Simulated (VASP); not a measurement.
Given:

```
AgCl
1.0
    0.00000     2.71648     2.71648
    2.71648     0.00000     2.71648
    2.71648     2.71648     0.00000
Ag Cl
1 1
Direct
  0.00000   0.00000   0.00000
  0.50000   0.50000   0.50000
```

Method: PBE0 hybrid, VASP's PBE PAW potentials (set 64) (plane waves; VASP 6.6.1). Run with 520 eV cut-off, 6×6×6 Γ-centred mesh, Gaussian smearing of 0.050 eV, potentials Ag Cl.

Q: Give the stress tensor in GPa (positive for a compressed cell).

A: 
```
4.64  0.00  0.00
0.00  4.64  0.00
0.00  0.00  4.64
```
The pressure is its mean diagonal, 4.64 GPa.

The compound is AgCl in the rock salt structure. This cell is one point of a volume scan, at 0.91 of the reference volume. The cell's shape comes from a PBE relaxation.
